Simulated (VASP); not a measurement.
Consider the following.

```
CELL_PARAMETERS angstrom
      0.00000     3.58225     3.58225
      3.58225     0.00000     3.58225
      3.58225     3.58225     0.00000
ATOMIC_POSITIONS crystal
  Ba 0.00000 0.00000 0.00000
  Te 0.50000 0.50000 0.50000
```

Method: revPBE GGA, VASP's PBE PAW potentials (set 64) (plane waves; VASP). Numerical set-up: 520 eV cut-off, 6×6×6 Γ-centred mesh, Gaussian smearing of 0.050 eV, potentials Ba_sv Te.

Unless said otherwise, spin-orbit coupling is left out, though it shifts the bands of the heavy elements here.

Question: What does the run give for the energy per atom (σ→0), band gap (on the k-mesh) with the smallest direct gap where there is one?

Answer: 
```json
{
  "band gap (on the k-mesh)": "1.75 eV",
  "smallest direct gap (on the k-mesh)": "2.12 eV",
  "energy per atom (σ→0)": "-4.075 eV/atom"
}
```

Total energies compare only between runs with the same potentials, cut-off and functional.

The compound is BaTe in the rock salt structure. It was relaxed first, which changed the volume by +7 %. The start is the result of an earlier pass.
